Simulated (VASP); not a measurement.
Here is the system:

```
MoS2
1.0
    1.59671    -2.76559     0.00000
    1.59671     2.76559     0.00000
    0.00000     0.00000    12.46609
Mo S
2 4
Direct
  0.33333   0.66667   0.25000
  0.66667   0.33333   0.75000
  0.33333   0.66667   0.87593
  0.66667   0.33333   0.37593
  0.66667   0.33333   0.12407
  0.33333   0.66667   0.62407
```

All values below come from optB88-vdW, VASP's PBE PAW potentials (set 64) (plane waves; VASP). Run with 520 eV cut-off, Gaussian smearing of 0.050 eV, potentials Mo_sv S.

Give the energies of bands 17 to 30 at the high-symmetry points, in eV from the valence-band maximum.

```
band      Γ      M      K      A      L      H
----  -----  -----  -----  -----  -----  -----
17    -3.19  -4.92  -4.71  -3.19  -4.55  -4.58
18    -3.18  -4.31  -4.46  -3.19  -4.55  -4.58
19    -3.18  -3.77  -4.08  -2.46  -3.73  -4.27
20    -2.13  -3.69  -4.08  -2.46  -3.73  -4.27
21    -2.13  -2.64  -3.63  -2.11  -2.53  -3.32
22    -2.09  -2.40  -3.63  -2.11  -2.53  -3.32
23    -2.09  -1.70  -2.64  -2.11  -1.61  -2.80
24    -1.19  -1.52  -2.64  -2.11  -1.61  -2.80
25    -1.05  -1.29  -0.74  -0.25  -1.24  -0.67
26     0.00  -1.19  -0.60  -0.25  -1.24  -0.67
27     2.08   1.53   1.00   2.08   1.55   1.00
28     2.08   1.57   1.00   2.08   1.55   1.00
29     2.11   1.93   1.91   2.09   2.05   2.33
30     2.12   2.16   2.75   2.10   2.05   2.33
```

The gap is indirect, 0.91 eV, from the valence maximum at Γ to the conduction minimum at K-Γ at 0.44.

Measured: gap 1.29 eV (computed value off by -0.38 eV), as given by Wei Chen et al., Physical Review Materials (2018), doi:10.1103/physrevmaterials.2.073803.

The compound is MoS2 in the 2H layered structure. It was relaxed first.
